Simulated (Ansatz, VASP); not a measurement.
**Si131Ge (amorphous Si) in two plane-wave programs**

Wanted: the spread between two codes on one cell, functional and k mesh. Of the first pair: The structure shown is the start of the Ansatz relaxation below; VASP solves that cell, so the two are compared at the walk's first step.

Calculated with Ansatz 0.2.0; plane waves, with VASP 6.6.1 beside it; single point at PBE.

**1. Starting point**

The cell holds 132 atoms: 131 Si and 1 Ge. Its edges and angles: a = 13.966 Å, b = 13.966 Å, c = 13.966 Å, α = 90.0°, β = 90.0°, γ = 90.0°. It derives from Si (amorphous Si). As first built, before any earlier steps moved the atoms (in the runner's words): 132 atoms (132 Si) placed at random at 2.26 g/cm^3, melted at 2500 K for 20 ps at fixed volume with the modified Tersoff potential (Kumagai, Izumi, Hara and Sakai, Comput. Mater. Sci. 39, 457 (2007)). Quenched from 2500 K to 300 K at 20 K/ps and fixed volume, held 5 ps. The density is a measured one. Nearest the centre at fractional (0.898, 0.240, 0.221): Ge132 at 0.00 Å, Si84 at 2.36 Å, Si116 at 2.36 Å, Si43 at 2.36 Å, Si97 at 2.38 Å, Si24 at 3.29 Å, Si47 at 3.50 Å, Si1 at 3.57 Å.

**2. Ansatz: relaxation, PBE**

Ansatz runs on its default PAW (the set named soft_2) files.

The two programs are compared at the cell with which this relaxation starts, whose forces are those of its first step.

The input, input.yaml:

```yaml
crystal:
  lattice:
    - [13.9657, 0.0, 0.0]
    - [0.0, 13.9657, 0.0]
    - [0.0, 0.0, 13.9657]
  atoms:
    - { symbol: Si, position: [0.10312, 0.18653, 0.36539] }
    - { symbol: Si, position: [0.10274, 0.99833, 0.79225] }
    - { symbol: Si, position: [0.17448, 0.14294, 0.1443] }
    - { symbol: Si, position: [0.22539, 0.30309, 0.13637] }
[... 1 atom line left out ...]
    - { symbol: Si, position: [0.69641, 0.06802, 0.08533] }
[... 4 atom lines left out ...]
    - { symbol: Si, position: [0.70241, 0.07449, 0.90324] }
[... 3 atom lines left out ...]
    - { symbol: Si, position: [0.59838, 0.50446, 0.12502] }
    - { symbol: Si, position: [0.98146, 0.99093, 0.51603] }
[... 3 atom lines left out ...]
    - { symbol: Si, position: [0.03795, 0.87716, 0.18769] }
[... 3 atom lines left out ...]
    - { symbol: Si, position: [0.96441, 0.10814, 0.03764] }
[... 1 atom line left out ...]
    - { symbol: Si, position: [0.83281, 0.97255, 0.11555] }
    - { symbol: Si, position: [0.98681, 0.25318, 0.47979] }
[... 3 atom lines left out ...]
    - { symbol: Si, position: [0.98786, 0.14012, 0.60225] }
    - { symbol: Si, position: [0.91208, 0.2456, 0.95289] }
    - { symbol: Si, position: [0.86587, 0.039, 0.39978] }
[... 1 atom line left out ...]
    - { symbol: Si, position: [0.95976, 0.61885, 0.04563] }
[... 5 atom lines left out ...]
    - { symbol: Si, position: [0.66125, 0.24751, 0.88584] }
    - { symbol: Si, position: [0.10559, 0.37695, 0.48568] }
    - { symbol: Si, position: [0.02627, 0.12921, 0.22764] }
[... 3 atom lines left out ...]
    - { symbol: Si, position: [0.93198, 0.99289, 0.25009] }
[... 6 atom lines left out ...]
    - { symbol: Si, position: [0.80016, 0.5798, 0.28999] }
    - { symbol: Si, position: [0.62784, 0.27548, 0.2592] }
    - { symbol: Si, position: [0.74532, 0.96153, 0.48734] }
[... 5 atom lines left out ...]
    - { symbol: Si, position: [0.55835, 0.03015, 0.18298] }
[... 1 atom line left out ...]
    - { symbol: Si, position: [0.20257, 0.30812, 0.30252] }
[... 1 atom line left out ...]
    - { symbol: Si, position: [0.05046, 0.33513, 0.91078] }
[... 2 atom lines left out ...]
    - { symbol: Si, position: [0.50191, 0.38614, 0.20376] }
    - { symbol: Si, position: [0.5655, 0.13144, 0.3183] }
    - { symbol: Si, position: [0.71851, 0.3172, 0.39566] }
[... 6 atom lines left out ...]
    - { symbol: Si, position: [0.88988, 0.38713, 0.54365] }
    - { symbol: Si, position: [0.11146, 0.55799, 0.08417] }
[... 4 atom lines left out ...]
    - { symbol: Si, position: [0.97542, 0.38703, 0.1921] }
    - { symbol: Si, position: [0.87015, 0.51495, 0.14849] }
    - { symbol: Si, position: [0.13109, 0.57139, 0.25268] }
[... 2 atom lines left out ...]
    - { symbol: Si, position: [0.12787, 0.07927, 0.99608] }
[... 5 atom lines left out ...]
    - { symbol: Si, position: [0.3018, 0.59045, 0.27371] }
    - { symbol: Si, position: [0.20137, 0.07589, 0.44632] }
    - { symbol: Si, position: [0.08396, 0.42604, 0.3215] }
    - { symbol: Si, position: [0.7454, 0.21592, 0.15102] }
[... 11 atom lines left out ...]
    - { symbol: Si, position: [0.75592, 0.0308, 0.64468] }
[... 5 atom lines left out ...]
    - { symbol: Si, position: [0.29532, 0.73901, 0.35676] }
    - { symbol: Si, position: [0.85417, 0.21135, 0.38175] }
[... 7 atom lines left out ...]
    - { symbol: Si, position: [0.38273, 0.45671, 0.95134] }
[... 2 atom lines left out ...]
    - { symbol: Si, position: [0.53177, 0.86706, 0.2334] }
[... 1 atom line left out ...]
    - { symbol: Si, position: [0.62857, 0.02159, 0.75386] }
[... 1 atom line left out ...]
    - { symbol: Si, position: [0.28052, 0.37251, 0.71648] }
kpoints:
  mp_grid: { grid: [1, 1, 1] }
hamiltonian:
  xc: pbe
scf:
  occupations: { method: gaussian, width: 0.025 }
output:
  forces: true
  eigenvalues: true
relax:
  f_tol: 0.05
  max_steps: 90
```

Run with:

```
> ansatz run input.yaml --threads 4 --pin off --max-ram 8192MiB --backend cpu --events-out ev --progress --plain --runs-dir out
```

Numbers of over 12 decimals in the logs are rounded to 6 here.

The program printed:

```text
Engine: ansatz 0.2.0, aarch64-unknown-linux-gnu
Pseudopotentials: kind: paw
Pseudopotential: Si, paw, valence charge 4, recommended cutoff 420 eV (normal), Si.paw.azcp
Pseudopotential: Ge, paw, valence charge 14, recommended cutoff 420 eV (normal), Ge.paw.azcp
Functional definition: PBE
  parameter kappa = 0.804
  parameter beta = 0.066725
  exchange = pbe_x(kappa = kappa, mu = beta*pi^2/3)
  correlation = pbe_c(beta = beta)
Crystal: 132 atoms, lattice volume = 2723.881 Å³
Basis set: ecut = 420 eV, 52971 PW (Γ), exchange–correlation on 192×192×192 points (8 copies of the dense FFT grid, shifted against one another)
Bands: 401, of which v1, the nominal top of the filled ones, is band 269 counted from 1 (268 counted from 0)
Symmetry: 1 space group operations
Space group: P1 (ITA 1), of the structure as read, at distance tolerance 1.4e-4 Å
k-points: 1
Non-local potential: Si, projectors of the file, l = 0: 2, l = 1: 2, l = 2: 2
Non-local potential: Ge, projectors of the file, l = 0: 2, l = 1: 2, l = 2: 3, l = 3: 1
PAW form: soft (Blöchl's): semilocal exchange-correlation on the pseudo side does not see the compensation charge
PAW one-centre angular grid: Si, 110 points (default); XC on 64 Gauss nodes
PAW one-centre angular grid: Ge, 590 points (default); XC on 64 Gauss nodes
Initial density: superposition of atomic densities (neutral atoms: chi_scale 0, normalization atom), corrected by the library's trained network
Initial wavefunctions: pseudopotential atomic-orbital guess
Functional: x = pbe(κ = 0.804, μ = 0.219515), c = pbe(β = 0.066725)
SCF iter   1: F=—  HF=-87558.529245 eV  |F-HF|=—  |Δ(HF+E_count)|=         —  Δρ=3.16e-3  dr2=1.01e0  ethr=1.77e-3  ⟨swp⟩=6.0  Hψ=1848  notcnv=0  defer=64
preconditioner: auto → Resta (q_TF=auto, 2.082 Å⁻¹)  ε∞=5.7  [insulator: Δε(μ)=0.198 eV  Ē_g=7.578 eV  σ=0.025 eV  W_gap=1.00  n_scr=436 (ndim 8)  ℏωp=16.3 eV  f_vac=0.001  D(μ)=0.00/eV (n_scr^D=0)  ε∞_Penn≈5.7]
SCF iter   2: F=—  HF=-87558.432754 eV  |F-HF|=—  |Δ(HF+E_count)|=   9.65e-2  Δρ=1.70e-3  dr2=2.15e-1  ethr=1.89e-4  ⟨swp⟩=2.0  Hψ=464  notcnv=0  defer=102
SCF iter   3: F=—  HF=-87558.417875 eV  |F-HF|=—  |Δ(HF+E_count)|=   1.49e-2  Δρ=8.75e-4  dr2=2.84e-2  ethr=4.00e-5  ⟨swp⟩=3.0  Hψ=425  notcnv=0  defer=127
SCF iter   4: F=—  HF=-87558.419665 eV  |F-HF|=—  |Δ(HF+E_count)|=   1.79e-3  Δρ=1.65e-4  dr2=1.85e-3  ethr=5.29e-6  ⟨swp⟩=3.0  Hψ=665  notcnv=0  defer=127
SCF iter   5: F=—  HF=-87558.420431 eV  |F-HF|=—  |Δ(HF+E_count)|=   7.67e-4  Δρ=5.48e-5  dr2=2.43e-4  ethr=3.44e-7  ⟨swp⟩=2.0  Hψ=543  notcnv=0  defer=127
SCF iter   6: F=—  HF=-87558.420589 eV  |F-HF|=—  |Δ(HF+E_count)|=   1.58e-4  Δρ=2.19e-5  dr2=4.73e-5  ethr=4.53e-8  ⟨swp⟩=2.0  Hψ=543  notcnv=0  defer=127
SCF iter   7: F=-87558.420611 eV  HF=-87558.420613 eV  |F-HF|=1.73e-6  |Δ(HF+E_count)|=   2.37e-5  Δρ=9.67e-6  dr2=5.69e-6  ethr=8.79e-9  ⟨swp⟩=14.0  Hψ=2420  notcnv=0
SCF 1 converged in 7 iterations: F = -87558.420611 eV  dr2 = 5.69e-6
  greatest PAW one-centre occupation: 0.998 electrons in one spin orbital (limit 2), on the Ge atom at site 92 (counted from 0), in its partial waves of l = 2
relax step   1: F+E_penalty+E_count = -87558.42061137 eV  Δ(F+E_penalty+E_count) = +0.000e0 eV  max|allowed force component| = 5.248e-1 eV/Å  Δτ_max = 0.0000 Å  (7 SCF iters, dr2 threshold 6.25e-5 eV, accepted)
Initial density: handed on by an earlier stage of this run
Initial wavefunctions: those handed on with the density
iter 1 solved again at ethr=3.09e-6 eV; its pass at ethr=3.10e-3 eV (dr2=1.66e-2 eV) is discarded
SCF iter   1: F=—  HF=-87558.469308 eV  |F-HF|=—  |Δ(HF+E_count)|=         —  Δρ=7.20e-4  dr2=1.76e-2  ethr=3.09e-6  ⟨swp⟩=3.0  Hψ=1161  notcnv=0  defer=127
preconditioner: auto → Resta (q_TF=auto, 2.082 Å⁻¹)  ε∞=5.7  [insulator: Δε(μ)=0.153 eV  Ē_g=7.574 eV  σ=0.025 eV  W_gap=1.00  n_scr=436 (ndim 8)  ℏωp=16.3 eV  f_vac=0.002  D(μ)=0.01/eV (n_scr^D=0)  ε∞_Penn≈5.7]
SCF iter   2: F=—  HF=-87558.467613 eV  |F-HF|=—  |Δ(HF+E_count)|=   1.69e-3  Δρ=3.81e-4  dr2=3.13e-3  ethr=3.09e-6  ⟨swp⟩=2.0  Hψ=338  notcnv=0  defer=127
SCF iter   3: F=—  HF=-87558.467254 eV  |F-HF|=—  |Δ(HF+E_count)|=   3.59e-4  Δρ=8.40e-5  dr2=2.84e-4  ethr=5.82e-7  ⟨swp⟩=2.0  Hψ=543  notcnv=0  defer=127
iter 4 did not close the SCF: its close was put off for the readings that it lacked (scf_convergence_deferred on its scf_iter line)
SCF iter   4: F=-87558.467235 eV  HF=-87558.467240 eV  |F-HF|=5.72e-6  |Δ(HF+E_count)|=   1.37e-5  Δρ=1.44e-5  dr2=7.62e-6  ethr=5.27e-8  ⟨swp⟩=2.0  Hψ=543  notcnv=0  defer=127
iter 5 did not close the SCF: its close was put off for the readings that it lacked (scf_convergence_deferred on its scf_iter line)
SCF iter   5: F=-87558.467240 eV  HF=-87558.467240 eV  |F-HF|=4.42e-7  |Δ(HF+E_count)|=   3.70e-7  Δρ=6.57e-6  dr2=1.45e-6  ethr=1.42e-9  ⟨swp⟩=2.0  Hψ=543  notcnv=0  defer=127
[...]
- { symbol: Si, position: [0.987139, 0.252991, 0.480183] }
    - { symbol: Si, position: [0.232730, 0.660539, 0.032755] }
    - { symbol: Si, position: [0.445955, 0.941924, 0.458453] }
    - { symbol: Si, position: [0.954420, 0.866087, 0.626608] }
    - { symbol: Si, position: [0.987918, 0.140018, 0.602584] }
    - { symbol: Si, position: [0.911826, 0.245485, 0.952758] }
    - { symbol: Si, position: [0.865838, 0.038266, 0.400284] }
    - { symbol: Si, position: [0.863965, 0.736308, 0.317593] }
    - { symbol: Si, position: [0.960188, 0.619312, 0.044930] }
    - { symbol: Si, position: [0.279565, 0.584016, 0.894016] }
    - { symbol: Si, position: [0.797134, 0.791820, 0.465451] }
    - { symbol: Si, position: [0.303556, 0.050937, 0.208973] }
    - { symbol: Si, position: [0.040109, 0.699688, 0.324288] }
    - { symbol: Si, position: [0.579283, 0.458006, 0.578055] }
    - { symbol: Si, position: [0.661277, 0.247565, 0.884977] }
    - { symbol: Si, position: [0.105672, 0.376976, 0.485933] }
    - { symbol: Si, position: [0.027632, 0.127342, 0.227833] }
    - { symbol: Si, position: [0.404629, 0.463526, 0.338517] }
    - { symbol: Si, position: [0.622677, 0.625173, 0.789082] }
    - { symbol: Si, position: [0.940056, 0.771825, 0.103426] }
    - { symbol: Si, position: [0.931936, 0.992197, 0.250392] }
    - { symbol: Si, position: [0.225977, 0.706736, 0.506106] }
    - { symbol: Si, position: [0.455066, 0.803336, 0.368099] }
    - { symbol: Si, position: [0.481526, 0.571513, 0.026310] }
[...]
- { symbol: Ge, position: [0.897560, 0.241016, 0.220908] }
[...]
- { symbol: Si, position: [0.382796, 0.456686, 0.951258] }
    - { symbol: Si, position: [0.749891, 0.465058, 0.039981] }
    - { symbol: Si, position: [0.225929, 0.529883, 0.676446] }
    - { symbol: Si, position: [0.531867, 0.866865, 0.233531] }
    - { symbol: Si, position: [0.097391, 0.390050, 0.066730] }
    - { symbol: Si, position: [0.628444, 0.021322, 0.753837] }
    - { symbol: Si, position: [0.855757, 0.125606, 0.848999] }
    - { symbol: Si, position: [0.280467, 0.372511, 0.716576] }
```

Reading the cycles: dr2 is the Hartree energy of the density residual (eV), the measure of convergence; HF is the Harris–Foulkes estimate of the energy, which meets the free energy F at convergence.

**3. VASP: single point, PBE, start cell, pair 1**

The same cell, functional, mesh and smearing now go to VASP, with its own data sets.

Lines of VASP's logs that name or quote its potential files are left out, and so is its time.

The input, INCAR:

```
SYSTEM = Si131Ge
PREC = Accurate
ENCUT = 410
EDIFF = 1E-06
NELM = 120
ISMEAR = 0
SIGMA = 0.025
LREAL = Auto
ALGO = Normal
GGA = PE
NBANDS = 361
LORBIT = 11
LWAVE = .FALSE.
LCHARG = .FALSE.
ISIF = 2
LASPH = .TRUE.
GGA_COMPAT = .FALSE.
EFERMI = MIDGAP
```

The input, POSCAR:

```
Si131Ge
1.0
   13.9657000000      0.0000000000      0.0000000000
    0.0000000000     13.9657000000      0.0000000000
    0.0000000000      0.0000000000     13.9657000000
Si Ge
131 1
Direct
    0.1031169222      0.1865284232      0.3653880579
    0.1027374210      0.9983316268      0.7922481508
    0.1744774698      0.1429430677      0.1443035437
    0.2253879147      0.3030925768      0.1363698203
[... 1 atom line left out ...]
    0.6964133556      0.0680166408      0.0853304883
[... 4 atom lines left out ...]
    0.7024066105      0.0744896425      0.9032415131
[... 3 atom lines left out ...]
    0.5983803175      0.5044573491      0.1250205862
    0.9814617241      0.9909277730      0.5160285557
[... 3 atom lines left out ...]
    0.0379501207      0.8771633359      0.1876884080
[... 3 atom lines left out ...]
    0.9644128114      0.1081435231      0.0376422234
[... 1 atom line left out ...]
    0.8328118175      0.9725470259      0.1155473768
    0.9868105430      0.2531774276      0.4797897707
[... 3 atom lines left out ...]
    0.9878631218      0.1401218700      0.6022469336
    0.9120774469      0.2456017242      0.9528917276
    0.8658713849      0.0390026995      0.3997794597
[... 1 atom line left out ...]
    0.9597585513      0.6188519014      0.0456332300
[... 5 atom lines left out ...]
    0.6612486306      0.2475063907      0.8858417408
    0.1055872602      0.3769521041      0.4856827800
    0.0262715081      0.1292094202      0.2276434407
[... 3 atom lines left out ...]
    0.9319833592      0.9928897227      0.2500912951
[... 6 atom lines left out ...]
    0.8001603930      0.5797990792      0.2899890446
    0.6278382036      0.2754820739      0.2591993241
    0.7453188884      0.9615271701      0.4873368324
[... 5 atom lines left out ...]
    0.5583465204      0.0301524449      0.1829768647
[... 1 atom line left out ...]
    0.2025677195      0.3081191777      0.3025197448
[... 1 atom line left out ...]
    0.0504593397      0.3351282070      0.9107814145
[... 2 atom lines left out ...]
    0.5019082466      0.3861388974      0.2037635063
    0.5654997601      0.1314434651      0.3183012667
    0.7185103504      0.3171985651      0.3956622296
[... 6 atom lines left out ...]
    0.8898802065      0.3871270327      0.5436533794
    0.1114587883      0.5579885004      0.0841705034
[... 4 atom lines left out ...]
    0.9754183464      0.3870267871      0.1920992145
    0.8701533042      0.5149473353      0.1484923778
    0.1310926055      0.5713927694      0.2526833599
[... 2 atom lines left out ...]
    0.1278704254      0.0792727898      0.9960832611
[... 5 atom lines left out ...]
    0.2013719327      0.0758930809      0.4463220605
    0.0839628518      0.4260366469      0.3215019655
    0.7453976528      0.2159218657      0.1510199990
    0.6355714357      0.3017321008      0.5415124197
[... 11 atom lines left out ...]
    0.7976112905      0.4666719176      0.4210386876
[... 5 atom lines left out ...]
    0.8541712911      0.2113535304      0.3817495722
    0.7592315459      0.3019970356      0.0121511990
[... 7 atom lines left out ...]
    0.7497869781      0.4649534216      0.0400266367
[... 2 atom lines left out ...]
    0.0965723165      0.3895400875      0.0673292424
[... 1 atom line left out ...]
    0.8559327495      0.1253929270      0.8493165398
[... 1 atom line left out ...]
    0.8985299699      0.2397874793      0.2212277222
```

The input, KPOINTS:

```
Automatic mesh
0
Gamma
1 1 1
0 0 0
```

PAW data sets: Si and Ge_d (PBE family, release 64).

Run with:

```
> export OMP_NUM_THREADS=3
> mpirun -np 1 vasp_gam
```

The program printed:

```text
[banner, memory and clock lines left out]
running    1 mpi-ranks, on    1 nodes
[...]
Offloading initialized ...    1 GPUs detected
[...]
LDA part: xc-table for (Slater+PW92), standard interpolation
 POSCAR, INCAR and KPOINTS ok, starting setup
[...]
entering main loop
       N       E                     dE             d eps       ncg     rms          rms(c)
DAV:   1     0.262622283319E+04    0.26262E+04   -0.19814E+05   730   0.115E+03
DAV:   2    -0.315974283412E+03   -0.29422E+04   -0.27397E+04   890   0.216E+02
DAV:   3    -0.682259494984E+03   -0.36629E+03   -0.35314E+03   883   0.826E+01
DAV:   4    -0.700322844956E+03   -0.18063E+02   -0.17721E+02   892   0.215E+01
[...]
DAV:  17    -0.687457910445E+03   -0.31992E-05   -0.14961E-06   604   0.169E-03    0.252E-03
DAV:  18    -0.687457912151E+03   -0.17061E-05   -0.12591E-06   524   0.150E-03    0.234E-03
DAV:  19    -0.687457912255E+03   -0.10369E-06   -0.24021E-07   460   0.765E-04
   1 F= -.68745791E+03 E0= -.68745791E+03  d E =-.506505E-05
```

From OUTCAR (step 3):

```text
  FREE ENERGIE OF THE ION-ELECTRON SYSTEM (eV)
  ---------------------------------------------------
  free  energy   TOTEN  =      -687.4579122551 eV

  energy  without entropy=     -687.4579071901  energy(sigma->0) =     -687.45790972
```

The run ends at a pressure of -0.20 GPa, with forces up to 0.55 eV/Å.

**4. Differences**

Known differences besides the potentials themselves: the cutoff is 420 eV in Ansatz and 410 eV in VASP (PREC = Accurate, projectors in real space). Total energies have different zeros and are not compared.

Forces on 9 of the 132 atoms, those with the largest forces and the largest differences (eV/Å; atoms numbered as in POSCAR):

```csv
atom,"Ansatz x, y, z","VASP x, y, z"
Si1,"0.014, -0.024, -0.013","0.017, -0.025, -0.012"
Si24,"0.027, -0.025, -0.042","0.030, -0.020, -0.048"
Si43,"0.365, -0.344, 0.030","0.364, -0.341, 0.034"
Si55,"0.000, -0.003, -0.001","0.004, -0.009, 0.003"
Si84,"0.241, 0.437, -0.079","0.241, 0.433, -0.078"
Si89,"-0.005, 0.001, -0.001","-0.005, -0.001, 0.005"
Si97,"-0.427, -0.065, -0.211","-0.424, -0.062, -0.213"
Si116,"-0.129, -0.094, 0.525","-0.126, -0.093, 0.522"
Ge132,"-0.075, 0.135, -0.211","-0.074, 0.136, -0.209"
```

The forces differ by 2.4 meV/Å r.m.s., which is 4.4 % of the r.m.s. force of 0.053 eV/Å (both taken over all components).

(Part 1 of 2 ends here.)

[Lines on the potential files, build, host, timing and source positions are cut from VASP's logs without a mark.]

[Logs are printed without paths, hosts, clocks, repeated set-up lines and the standing remarks that a program may print on its own settings, such as how far it seeks lower states.]

[Hosts, paths, dates, database ids (printed as entryN), source tags and the programs' standing remarks are cut or masked in the printed files.]
